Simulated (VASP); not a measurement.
Energy against volume of SrTe (rock salt). Level of theory: LDA (Ceperley-Alder, Perdew-Zunger), VASP's LDA PAW potentials (set 64) (plane waves; VASP). Numerical set-up: 520 eV cut-off, 7×7×7 Γ-centred mesh, Gaussian smearing of 0.050 eV, potentials Sr_sv Te.

```json
[
 {"V (Å³/atom)": "32.810", "E (eV/atom)": "-4.61250"},
 {"V (Å³/atom)": "33.858", "E (eV/atom)": "-4.62559"},
 {"V (Å³/atom)": "34.905", "E (eV/atom)": "-4.62965"},
 {"V (Å³/atom)": "35.952", "E (eV/atom)": "-4.62601"}
]
```

Question: Fit these four points and predict the energy of the run at 36.999 Å³/atom.

Answer: A cubic in V^(−2/3), the third-order Birch-Murnaghan form, passes through the four points with V0 = 34.91 Å³/atom and B0 = 39 GPa, and gives -4.6158 eV/atom there. The run gave -4.6158 eV/atom, -0.0 meV/atom from the fit; all five points give B0 = 39 GPa.

The compound is SrTe in the rock salt structure. It was relaxed first, which changed the volume by -5 %.
